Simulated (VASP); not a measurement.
Given:

```
CELL_PARAMETERS angstrom
      0.00000     2.47579     2.47579
      2.47579     0.00000     2.47579
      2.47579     2.47579     0.00000
ATOMIC_POSITIONS crystal
  Si 0.00000 0.00000 0.00000
  Ni 0.50000 0.50000 0.50000
```
Starting moments (μB, in the order of the record's atoms Si Ni): 0.0 2.0.

Computed with r2SCAN meta-GGA, VASP's PBE PAW potentials (set 64) (plane waves; VASP). Numerical set-up: 400 eV cut-off, 11×11×11 Γ-centred mesh, first-order Methfessel-Paxton smearing of 0.10 eV, potentials Si Ni.

Energy and stress use the plane-wave basis of the starting cell.

**Question.** The ions, cell shape and volume are relaxed. Predict the relaxed structure.

**Answer.** 
```
CELL_PARAMETERS angstrom
      0.00000     2.35167     2.35167
      2.35167     0.00000     2.35167
      2.35167     2.35167     0.00000
ATOMIC_POSITIONS crystal
  Si 0.00000 0.00000 0.00000
  Ni 0.50000 0.50000 0.50000
```
Space group Fm-3m (225), at a tolerance of 0.03 Å. The cell ends with 0.00 μB, on the sites 0.00 0.00 μB.

**Question.** How do energy and volume change from the first to the last step?

**Answer.** The energy (σ→0) changes by -127.3 meV/atom and the volume by -14.3 %, in 6 ionic steps.

The structure was generated: SiNi was put into the rocksalt type (Fm-3m), which need not be its known phase. This run relaxes it. Symmetry was kept, so distortions that lower it aren't found.
